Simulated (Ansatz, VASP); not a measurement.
# TaSi2P4 (TaSi2P4 bilayer, AB): VASP beside Ansatz, part 2 of 2

Wanted: the spread between two codes on one cell, functional and k mesh. The structure shown is the start of the Ansatz relaxation below; VASP solves that cell, so the two are compared at the walk's first step.

VASP 6.6.1 and Ansatz 0.2.0.

So far: The starting structure; Ansatz: relaxation, PBE with D3(BJ).

## Step 3: VASP: single point, PBE with D3(BJ), start cell

Level of this step: PBE with D3(BJ), zero-moment start; plane waves and PAW (P, Si, Ta_pv) (VASP).

The same cell, functional, mesh and smearing now go to VASP, with its own data sets.

Lines of VASP's logs that name or quote its potential files are left out, and so is its time.

File INCAR:

```
SYSTEM = TaSi2P4
PREC = Accurate
ENCUT = 400
EDIFF = 1E-06
NELM = 200
ISMEAR = -1
SIGMA = 0.05
LREAL = .FALSE.
ALGO = Normal
GGA = PE
IVDW = 12
NBANDS = 60
ISPIN = 2
MAGMOM = -0 0 0 -0 -0 0 0 -0 -0 -0 -0 -0 -0 -0
LASPH = .TRUE.
LMAXMIX = 4
LORBIT = 11
LWAVE = .FALSE.
LCHARG = .FALSE.
ISIF = 2
LDIPOL = .TRUE.
IDIPOL = 3
DIPOL = 0.5 0.5 0.5
LVHAR = .TRUE.
GGA_COMPAT = .FALSE.
NELMDL = -8
KPAR = 4
```

File POSCAR:

```
TaSi2P4
1.0
    3.4800000000      0.0000000000      0.0000000000
   -1.7400000000      3.0137680000      0.0000000000
    0.0000000000      0.0000000000     72.3918220000
P Si Ta
8 4 2
Direct
    0.0000000000      0.0000000000      0.3570845337
    0.3333333886      0.6666667773      0.3951335553
    0.3333333886      0.6666667773      0.4398490343
    0.0000000000      0.0000000000      0.4778980559
    0.3333333886      0.6666667773      0.5221019441
    0.6666666114      0.3333332227      0.5601509657
    0.6666666114      0.3333332227      0.6048664585
    0.3333333886      0.6666667773      0.6429154663
    0.3333333886      0.6666667773      0.3659866166
    0.3333333886      0.6666667773      0.4689959731
    0.6666666114      0.3333332227      0.5310040269
    0.6666666114      0.3333332227      0.6340133973
    0.0000000000      0.0000000000      0.4174913017
    0.3333333886      0.6666667773      0.5825087121
```

File KPOINTS:

```
Automatic mesh
0
Gamma
12 12 1
0 0 0
```

The projector-augmented-wave data sets are P, Si and Ta_pv (PBE family, release 64).

Started as:

```bash
mpirun -np 4 vasp_std
```

Numbers of over 12 decimals in the logs are rounded to 6 here.

The program printed:

```text
[banner, memory and clock lines left out]
running    4 mpi-ranks, on    1 nodes
 distrk:  each k-point on    1 cores,    4 groups
 distr:  one band on    1 cores,    1 groups

 POSCAR found type information on POSCAR P SiTa
 POSCAR found :  3 types and      14 ions
 LDA part: xc-table for (Slater+PW92), standard interpolation
|                                                                             |
|           W    W    AA    RRRRR   N    N  II  N    N   GGGG   !!!           |
|           W    W   A  A   R    R  NN   N  II  NN   N  G    G  !!!           |
|           W    W  A    A  R    R  N N  N  II  N N  N  G       !!!           |
|           W WW W  AAAAAA  RRRRR   N  N N  II  N  N N  G  GGG   !            |
|           WW  WW  A    A  R   R   N   NN  II  N   NN  G    G                |
|           W    W  A    A  R    R  N    N  II  N    N   GGGG   !!!           |
|                                                                             |
|     One of the lattice vectors is very long (>50 A), but AMIN is rather     |
|     large. This can spoil convergence since charge sloshing might occur     |
|     along the long lattice vector. If problems with convergence are         |
|     observed, try to decrease AMIN to a smaller value (e.g. 0.01).          |
|     Note: This warning only applies if the self-consistency cycle is        |
|     used.                                                                   |
|                                                                             |

 POSCAR, INCAR and KPOINTS ok, starting setup
 FFT: planning ... GRIDC
 FFT: planning ... GRID_SOFT
 FFT: planning ... GRID
 WAVECAR not read
 entering main loop
       N       E                     dE             d eps       ncg     rms          rms(c)
DAV:   1     0.435590393822E+03    0.43559E+03   -0.27554E+04  5192   0.806E+02
DAV:   2    -0.477574326043E+02   -0.48335E+03   -0.46472E+03  6276   0.197E+02
DAV:   3    -0.919164884668E+02   -0.44159E+02   -0.43216E+02  5808   0.564E+01
DAV:   4    -0.933734827992E+02   -0.14570E+01   -0.14470E+01  6580   0.112E+01
DAV:   5    -0.934176985639E+02   -0.44216E-01   -0.44129E-01  6472   0.178E+00
DAV:   6    -0.934193169953E+02   -0.16184E-02   -0.16176E-02  6684   0.334E-01
DAV:   7    -0.934193893412E+02   -0.72346E-04   -0.72336E-04  6632   0.614E-02
DAV:   8    -0.934193921823E+02   -0.28411E-05   -0.28409E-05  5984   0.112E-02    0.267E+01
DAV:   9    -0.895877409178E+02    0.38317E+01   -0.10760E+01  5272   0.110E+01    0.136E+01
DAV:  10    -0.896138913972E+02   -0.26150E-01   -0.41258E+00  5612   0.849E+00    0.664E+00
DAV:  11    -0.195898647869E+03   -0.10628E+03   -0.35455E+02  7480   0.310E+01    0.331E+01
DAV:  12    -0.848264435982E+02    0.11107E+03   -0.28934E+02  7288   0.267E+01    0.570E+00
DAV:  13    -0.891519230855E+02   -0.43255E+01   -0.40635E+01  5976   0.104E+01    0.238E+00
DAV:  14    -0.890604464625E+02    0.91477E-01   -0.60999E+00  5936   0.556E+00    0.231E+00
[...]
DAV:  22    -0.887573892290E+02   -0.41581E-04   -0.11508E-03  5780   0.977E-02    0.637E-02
DAV:  23    -0.887574478392E+02   -0.58610E-04   -0.68355E-04  5920   0.739E-02    0.711E-02
DAV:  24    -0.887574549625E+02   -0.71233E-05   -0.70990E-05  5824   0.321E-02    0.696E-02
DAV:  25    -0.887574442822E+02    0.10680E-04   -0.46228E-05  5704   0.161E-02    0.611E-02
DAV:  26    -0.887574544294E+02   -0.10147E-04   -0.37918E-05  5408   0.206E-02    0.455E-02
DAV:  27    -0.887574786641E+02   -0.24235E-04   -0.14837E-04  5704   0.279E-02    0.259E-02
DAV:  28    -0.887574908801E+02   -0.12216E-04   -0.17819E-05  5696   0.118E-02    0.237E-02
DAV:  29    -0.887574918124E+02   -0.93228E-06   -0.12442E-06  3568   0.333E-03
   1 F= -.94218347E+02 E0= -.94191633E+02  d E =-.534278E-01  mag=     0.0001
```

OUTCAR, selected parts (step 3):

```text
ion  position               nearest neighbor table
   1  0.000  0.000  0.357-   9 2.11   9 2.11   9 2.11
   2  0.333  0.667  0.395-   9 2.11  13 2.58  13 2.58  13 2.58
   3  0.333  0.667  0.440-  10 2.11  13 2.58  13 2.58  13 2.58
   4  0.000  0.000  0.478-  10 2.11  10 2.11  10 2.11
   5  0.333  0.667  0.522-  11 2.11  11 2.11  11 2.11
   6  0.667  0.333  0.560-  11 2.11  14 2.58  14 2.58  14 2.58
   7  0.667  0.333  0.605-  12 2.11  14 2.58  14 2.58  14 2.58
   8  0.333  0.667  0.643-  12 2.11  12 2.11  12 2.11
   9  0.333  0.667  0.366-   1 2.11   1 2.11   2 2.11   1 2.11
  10  0.333  0.667  0.469-   4 2.11   4 2.11   3 2.11   4 2.11
  11  0.667  0.333  0.531-   5 2.11   6 2.11   5 2.11   5 2.11
  12  0.667  0.333  0.634-   8 2.11   7 2.11   8 2.11   8 2.11
  13  0.000  0.000  0.417-   3 2.58   3 2.58   3 2.58   2 2.58   2 2.58   2 2.58
  14  0.333  0.667  0.583-   7 2.58   6 2.58   7 2.58   6 2.58   7 2.58   6 2.58

  LATTYP: Found a hexagonal cell.
 ALAT       =     3.4800000000
 C/A-ratio  =    20.8022477011

 Subroutine GETGRP returns: Found  6 space group operations
 (whereof  6 operations were pure point group operations)

The static configuration has the point symmetry C_3v.

 Found     19 irreducible k-points:

   k-points           NKPTS =     19   k-points in BZ     NKDIM =     19   number of bands    NBANDS=     60

   dimension x,y,z NGX =    24 NGY =   24 NGZ =  480
   dimension x,y,z NGXF=    48 NGYF=   48 NGZF=  960

   ENCUT  =  400.0 eV  29.40 Ry    5.42 a.u.   5.67  5.67118.05*2*pi/ulx,y,z

   NELECT =      78.0000    total number of electrons

 k-points in reciprocal lattice and weights: Automatic mesh
   0.00000000  0.00000000  0.00000000       0.007
   0.08333333  0.00000000  0.00000000       0.042
   0.16666667 -0.00000000  0.00000000       0.042
   0.25000000 -0.00000000  0.00000000       0.042
   0.33333333 -0.00000000  0.00000000       0.042
   0.41666667  0.00000000  0.00000000       0.042
   0.50000000 -0.00000000  0.00000000       0.021
   0.08333333  0.08333333  0.00000000       0.042
   0.16666667  0.08333333  0.00000000       0.083
[...]
0.33333333  0.25000000  0.00000000       0.083
   0.33333333  0.33333333  0.00000000       0.014

 dipolmoment           0.000000      0.000000      0.001159 electrons x Angstroem

 average (electrostatic) potential at core
       1 -89.9514       2 -88.9920       3 -89.0077       4 -90.0102       5 -90.0035
       6 -89.0086       7 -88.9867       8 -89.9417       9 -91.4763      10 -91.4944
      11 -91.4759      12 -91.4684      13 -43.8709      14 -43.8655

 E-fermi :  -1.2040

 spin component 1
 k-point     1 :       0.0000    0.0000    0.0000
  band No.  band energies     occupation
    ...
     34      -1.8390      1.00000
     35      -1.3853      0.97410
     36      -1.3853      0.97410
     37      -1.3806      0.97158
     38      -1.3806      0.97158
     39      -1.1447      0.23392
     40      -0.9277      0.00397
     41       0.6974      0.00000
     42       0.6974      0.00000
     43       0.7476      0.00000
    ...

 k-point     2 :       0.0833    0.0000    0.0000
  band No.  band energies     occupation
    ...
     34      -1.8572      1.00000
     35      -1.5904      0.99956
     36      -1.5801      0.99946
     37      -1.5258      0.99840
     38      -1.5208      0.99823
     39      -1.0813      0.07922
     40      -0.9103      0.00280
     41       0.5935      0.00000
     42       0.6363      0.00000
     43       0.6484      0.00000
    ...

 k-point     3 :       0.1667   -0.0000    0.0000
  band No.  band energies     occupation
    ...
     34      -2.2194      1.00000
     35      -2.0970      1.00000
     36      -1.8660      1.00000
     37      -1.8600      1.00000
     38      -1.8452      1.00000
     39      -1.2021      0.49082
     40      -1.1562      0.27788
     41       0.2070      0.00000
     42       0.2768      0.00000
     43       0.2993      0.00000
    ...

 k-point     4 :       0.2500   -0.0000    0.0000
  band No.  band energies     occupation
    ...
     36      -2.0537      1.00000
     37      -1.8925      1.00000
     38      -1.8859      1.00000
     39      -1.4983      0.99723
     40      -1.4736      0.99547
     41      -0.3172      0.00000
     42      -0.2423      0.00000
     43      -0.1751      0.00000
     44      -0.1133      0.00000
     45       1.5838      0.00000
    ...

 k-point     5 :       0.3333   -0.0000    0.0000
  band No.  band energies     occupation
    ...
     36      -2.3007      1.00000
     37      -1.6636      0.99990
     38      -1.6340      0.99982
     39      -1.5858      0.99952
     40      -1.5759      0.99941
     41      -0.7867      0.00024
     42      -0.7042      0.00005
     43      -0.6276      0.00001
     44      -0.5584      0.00000
     45       1.6754      0.00000
    ...

 k-point     6 :       0.4167    0.0000    0.0000
  band No.  band energies     occupation
    ...
     36      -2.5117      1.00000
     37      -1.7909      0.99999
     38      -1.7563      0.99998
     39      -1.3966      0.97923
     40      -1.3829      0.97283
     41      -1.0675      0.06121
     42      -0.9818      0.01161
     43      -0.9415      0.00522
     44      -0.8729      0.00133
     45       1.4657      0.00000
    ...

 Edisp (eV)   -5.46085

  Total      12.05636    12.05636    17.06318    -0.00000    -0.00000     0.00000
  in kB      25.44183    25.44182    36.00741    -0.00000    -0.00000     0.00000
  external pressure =       28.96 kB  Pullay stress =        0.00 kB

  energy-cutoff  :      400.00
  volume of cell :      759.24
      direct lattice vectors                 reciprocal lattice vectors
     3.480000000  0.000000000  0.000000000     0.287356322  0.165905272  0.000000000
    -1.740000000  3.013768000  0.000000000     0.000000000  0.331810544  0.000000000
     0.000000000  0.000000000 72.391822000     0.000000000  0.000000000  0.013813715

 POSITION                                       TOTAL-FORCE (eV/Angst)
 -----------------------------------------------------------------------------------
      0.00000      0.00000     25.85000        -0.000000     -0.000000     -3.475022
     -0.00000      2.00918     28.60444        -0.000000     -0.000000      3.721699
     -0.00000      2.00918     31.84147        -0.000000     -0.000000     -3.739011
      0.00000      0.00000     34.59591        -0.000000     -0.000000      3.446618
     -0.00000      2.00918     37.79591        -0.000000     -0.000000     -3.457859
      1.74000      1.00459     40.55035        -0.000000      0.000000      3.738383
      1.74000      1.00459     43.78738         0.000000      0.000000     -3.736330
     -0.00000      2.00918     46.54182         0.000000     -0.000000      3.473847
     -0.00000      2.00918     26.49444        -0.000000     -0.000000      1.268985
     -0.00000      2.00918     33.95147        -0.000000     -0.000000     -1.180571
      1.74000      1.00459     38.44035        -0.000000      0.000000      1.181198
      1.74000      1.00459     45.89739        -0.000000     -0.000000     -1.265637
      0.00000      0.00000     30.22296        -0.000000     -0.000000      0.045285
     -0.00000      2.00918     42.16887         0.000000     -0.000000     -0.021584
 -----------------------------------------------------------------------------------
    total drift:                                0.000000     -0.000253     -0.000743

  FREE ENERGIE OF THE ION-ELECTRON SYSTEM (eV)
  ---------------------------------------------------
  free  energy   TOTEN  =       -94.2183465886 eV

  energy  without entropy=      -94.1649188066  energy(sigma->0) =      -94.19163270

 vacuum level on the upper side and lower side of the slab         3.867         3.848

 total charge
# of ion       s       p       d       tot
------------------------------------------
    1        1.018   1.676   0.000   2.694
    2        1.021   1.559   0.000   2.580
    3        1.021   1.558   0.000   2.578
    4        1.021   1.670   0.000   2.690
    5        1.020   1.669   0.000   2.689
    6        1.021   1.557   0.000   2.579
    7        1.021   1.558   0.000   2.579
    8        1.018   1.675   0.000   2.693
    9        0.740   1.019   0.000   1.759
   10        0.741   1.019   0.000   1.760
   11        0.741   1.021   0.000   1.762
   12        0.740   1.019   0.000   1.759
   13        0.281   6.164   2.300   8.746
   14        0.281   6.164   2.300   8.745
--------------------------------------------------
tot         11.685  29.329   4.599  45.613

 magnetization (x)
# of ion       s       p       d       tot
------------------------------------------
    1       -0.000  -0.000   0.000  -0.000
    2        0.000  -0.000   0.000  -0.000
    3        0.000  -0.000   0.000   0.000
    4       -0.000  -0.000   0.000  -0.000
    5        0.000   0.000   0.000   0.000
    6       -0.000   0.000   0.000   0.000
    7       -0.000   0.000   0.000   0.000
    8        0.000   0.000   0.000   0.000
    9        0.000   0.000   0.000   0.000
   10        0.000   0.000   0.000   0.000
   11        0.000   0.000   0.000   0.000
   12        0.000   0.000   0.000   0.000
   13       -0.000  -0.000  -0.000  -0.000
   14        0.000   0.000   0.000   0.000
--------------------------------------------------
tot          0.000  -0.000  -0.000  -0.000

[... 6 further parts left out ...]
```

## Step 4: Side by side

Known differences besides the potentials themselves: Ansatz cuts the interaction across the vacuum, VASP repeats the sheet with a dipole correction; the data sets hold 82 valence electrons in Ansatz (on its default PAW (the set named soft_2) files) and 78 in VASP; the cutoff is 420 eV in Ansatz and 400 eV in VASP. Total energies have different zeros and are not compared.

Forces on 7 of the 14 atoms, those with the largest forces and the largest differences (eV/Å; atoms numbered as in POSCAR):

| atom | Ansatz x, y, z | VASP x, y, z |
| --- | --- | --- |
| P1 | 0.000, 0.000, -3.479 | 0.000, 0.000, -3.475 |
| P2 | 0.000, 0.000, 3.747 | 0.000, 0.000, 3.722 |
| P3 | 0.000, 0.000, -3.761 | 0.000, 0.000, -3.739 |
| P5 | 0.000, 0.000, -3.462 | 0.000, 0.000, -3.458 |
| P6 | 0.000, 0.000, 3.763 | 0.000, 0.000, 3.738 |
| P7 | 0.000, 0.000, -3.760 | 0.000, 0.000, -3.736 |
| P8 | 0.000, 0.000, 3.478 | 0.000, 0.000, 3.474 |

The forces differ by 9.2 meV/Å r.m.s., which is 0.6 % of the r.m.s. force of 1.617 eV/Å (both taken over all components). VASP's last cycles still show a density residual of 2e-03, so its state may not be settled. Moments aren't recorded for both runs of this pair, so they may hold unlike magnetic states. With vacuum in the cell, a pressure given here is an average over mostly empty space and none of the material.

## Step 5: Summary of results

```json
{
  "r.m.s. force difference (single point, PBE with D3(BJ), start cell)": "0.57 % of the r.m.s. force"
}
```

What this shows: The r.m.s. force difference is 0.57 % of the r.m.s. force (single point, PBE with D3(BJ), start cell), within the 3 % picked in this series as the mark of a large difference. The data sets hold unlike numbers of valence electrons (82 in Ansatz and 78 in VASP), so part of the differences comes from the potentials. 1 further run of this series is not shown here. How closely two codes agree says nothing of how well the functional describes the real material.

[Lines on the potential files, build, host, timing and source positions are cut from VASP's logs without a mark.]

[Logs are printed without paths, hosts, clocks, repeated set-up lines and the standing remarks that a program may print on its own settings, such as how far it seeks lower states.]

[Hosts, paths, dates, database ids (printed as entryN), source tags and the programs' standing remarks are cut or masked in the printed files.]
